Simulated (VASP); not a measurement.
```yaml
crystal:
  lattice:
    - [4.09051, 0.00000, 0.00000]
    - [0.00000, 4.09051, 0.00000]
    - [0.00000, 0.00000, 4.09051]
  atoms:
    - { symbol: Cs, position: [0.00000, 0.00000, 0.00000] }
    - { symbol: Cl, position: [0.50000, 0.50000, 0.50000] }
```

All values below come from optB86b-vdW, VASP's PBE PAW potentials (set 64) (plane waves; VASP 6.6.1). Run with 520 eV cut-off, 7×7×7 Γ-centred mesh, tetrahedra with Blöchl corrections, potentials Cs_sv Cl.

Unless said otherwise, spin-orbit coupling is left out, though it shifts the bands of the heavy elements here.

### Question
Estimate the energy per atom (σ→0), band gap (on the k-mesh) with the smallest direct gap where there is one.

### Answer

```json
{
  "band gap (on the k-mesh)": "5.33 eV",
  "smallest direct gap (on the k-mesh)": "5.33 eV",
  "energy per atom (σ→0)": "-1.147 eV/atom"
}
```

Only differences to runs with the same potentials and settings are physical.

The compound is CsCl in the CsCl type structure. It was relaxed first.
